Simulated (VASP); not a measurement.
Output of a VASP run:

### OSZICAR
```
       N       E                     dE             d eps       ncg     rms          rms(c)
DAV:   1     0.893559157474E+02    0.89356E+02   -0.94799E+03   754   0.168E+03
DAV:   2    -0.107605806271E+01   -0.90432E+02   -0.86546E+02   809   0.283E+02
DAV:   3    -0.725062683391E+01   -0.61746E+01   -0.61479E+01   949   0.750E+01
DAV:   4    -0.732635553218E+01   -0.75729E-01   -0.75708E-01   824   0.878E+00
DAV:   5    -0.732752006777E+01   -0.11645E-02   -0.11645E-02   949   0.109E+00    0.693E+00
DAV:   6    -0.690729968025E+01    0.42022E+00   -0.99798E-01  1120   0.373E+01    0.535E+00
DAV:   7    -0.689203270350E+01    0.15267E-01   -0.33842E-01   789   0.575E+00    0.277E+00
DAV:   8    -0.689112536960E+01    0.90733E-03   -0.51960E-03   864   0.721E-01    0.827E-01
DAV:   9    -0.689129319665E+01   -0.16783E-03   -0.10385E-03   844   0.315E-01    0.111E-01
DAV:  10    -0.689140138284E+01   -0.10819E-03   -0.11021E-04   854   0.116E-01    0.473E-02
DAV:  11    -0.689142143211E+01   -0.20049E-04   -0.27178E-05   817   0.619E-02    0.657E-03
DAV:  12    -0.689142206576E+01   -0.63365E-06   -0.16205E-06   833   0.109E-02
   1 F= -.68914221E+01 E0= -.68914221E+01  d E =-.689142E+01
       N       E                     dE             d eps       ncg     rms          rms(c)
DAV:   1    -0.700791361013E+01   -0.11649E+00   -0.15199E+00   889   0.292E+01    0.243E+00
DAV:   2    -0.690947132411E+01    0.98442E-01   -0.32410E-01   894   0.157E+01    0.943E-01
DAV:   3    -0.689740770780E+01    0.12064E-01   -0.14161E-02   789   0.108E+00    0.434E-01
DAV:   4    -0.689474089236E+01    0.26668E-02   -0.12389E-03   879   0.410E-01    0.201E-01
DAV:   5    -0.689428809787E+01    0.45279E-03   -0.37087E-04  1205   0.420E-01    0.347E-02
DAV:   6    -0.689429427658E+01   -0.61787E-05   -0.14973E-04   779   0.176E-01    0.217E-02
DAV:   7    -0.689429742526E+01   -0.31487E-05   -0.18856E-05   924   0.119E-01    0.104E-02
DAV:   8    -0.689429606887E+01    0.13564E-05   -0.58785E-06   709   0.622E-02    0.147E-03
DAV:   9    -0.689429605951E+01    0.93589E-08   -0.26913E-07   392   0.531E-03
   2 F= -.68942961E+01 E0= -.68942961E+01  d E =-.287399E-02
       N       E                     dE             d eps       ncg     rms          rms(c)
DAV:   1    -0.690132317031E+01   -0.70271E-02   -0.87406E-02   904   0.675E+00    0.596E-01
DAV:   2    -0.689545809575E+01    0.58651E-02   -0.21124E-02   894   0.456E+00    0.226E-01
DAV:   3    -0.689478377340E+01    0.67432E-03   -0.81657E-04   784   0.289E-01    0.102E-01
DAV:   4    -0.689462922061E+01    0.15455E-03   -0.84509E-05   895   0.152E-01    0.537E-02
DAV:   5    -0.689460296459E+01    0.26256E-04   -0.26002E-05  1131   0.107E-01    0.100E-02
DAV:   6    -0.689460296511E+01   -0.51114E-09   -0.81963E-06   749   0.371E-02
   3 F= -.68946030E+01 E0= -.68946030E+01  d E =-.318090E-02
```

OUTCAR:
```
------------------------ aborting loop because EDIFF is reached ----------------------------------------
  FORCE on cell =-STRESS in cart. coord.  units (eV):
  Direction    XX          YY          ZZ          XY          YZ          ZX
  --------------------------------------------------------------------------------------
  Total       -0.0106794     -0.0106794     -0.0106794      0.0000000      0.0000000      0.0000000
  in kB       -0.4241982     -0.4241982     -0.4241982      0.0000000      0.0000000      0.0000000
  external PRESSURE =      -0.4241982 kB  Pullay stress =       0.0000000 kB
  volume of cell :       40.34
      direct lattice vectors                 reciprocal lattice vectors
    -0.000000000  2.721991079  2.721991079    -0.183689066  0.183689066  0.183689066
     2.721991079 -0.000000000  2.721991079     0.183689066 -0.183689066  0.183689066
     2.721991079  2.721991079 -0.000000000     0.183689066  0.183689066 -0.183689066
  FREE ENERGIE OF THE ION-ELECTRON SYSTEM (eV)
  ---------------------------------------------------
  free  energy   TOTEN  =        -6.8946029651 eV

  energy  without entropy=       -6.8946029651  energy(sigma->0) =       -6.89460297

 reached required accuracy - stopping structural energy minimisation
```
(Selected blocks of OUTCAR.)

### POSCAR
```
ZnS
1
    0.0000000000     2.7050000000     2.7050000000
    2.7050000000     0.0000000000     2.7050000000
    2.7050000000     2.7050000000     0.0000000000
Zn S
1 1
Direct
  0.0000000000   0.0000000000   0.0000000000
  0.2500000000   0.2500000000   0.2500000000
```

### Question
Write an INCAR and KPOINTS that could have produced this output.

### Answer
This is not unique; one that fits is the input of the run itself, PW91 GGA, plane waves, VASP's PBE PAW potentials (set 64).

### KPOINTS
```
Automatic mesh
0
Gamma
8 8 8
0 0 0
```

INCAR:
```
# general
SYSTEM  = ZnS
PREC    = Accurate
ENCUT   = 520
LREAL   = .FALSE.
LASPH   = .TRUE.

# electronic loop
EDIFF   = 1E-6
NELM    = 100
ALGO    = Normal
LMAXMIX = 4

# smearing
ISMEAR  = 0
SIGMA   = 0.05

# functional
GGA     = 91

# ions
IBRION  = 2
NSW     = 60
ISIF    = 3
EDIFFG  = -0.01

# output
LWAVE   = .FALSE.
LCHARG  = .FALSE.
```

POTCAR, in this order: Zn S (PBE.64 set). Program: vasp_std.

The compound is ZnS in the zinc blende structure. This run relaxes it. Symmetry was kept, so distortions that lower it aren't found.
